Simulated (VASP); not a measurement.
```
CELL_PARAMETERS angstrom
      1.49706    -2.59299     0.00000
      1.49706     2.59299     0.00000
      0.00000     0.00000     4.93440
ATOMIC_POSITIONS crystal
  Zr 0.33333 0.66667 0.25000
  Zr 0.66667 0.33333 0.75000
```

All values below come from PBEsol GGA, VASP's PBE PAW potentials (set 64) (plane waves; VASP). Settings: 500 eV cut-off, 14×14×8 Γ-centred mesh, first-order Methfessel-Paxton smearing of 0.10 eV, potentials Zr_sv.

Task: The ions, cell shape and volume at an external pressure of 20.0 GPa are relaxed. Which structure does the run end with?

Result: 
```
CELL_PARAMETERS angstrom
      1.49208    -2.58435     0.00000
      1.49208     2.58435     0.00000
      0.00000     0.00000     4.95993
ATOMIC_POSITIONS crystal
  Zr 0.33333 0.66667 0.25000
  Zr 0.66667 0.33333 0.75000
```
Space group P6_3/mmc (194), at a tolerance of 0.03 Å.

Task: How do energy and volume change from the first to the last step?

Result: The energy (σ→0) changes by +3.3 meV/atom and the volume by -0.2 %, in 7 ionic steps.

The compound is Zr in the hcp structure. This run relaxes it under an external pressure of 20 GPa. Symmetry was kept, so distortions that lower it aren't found.
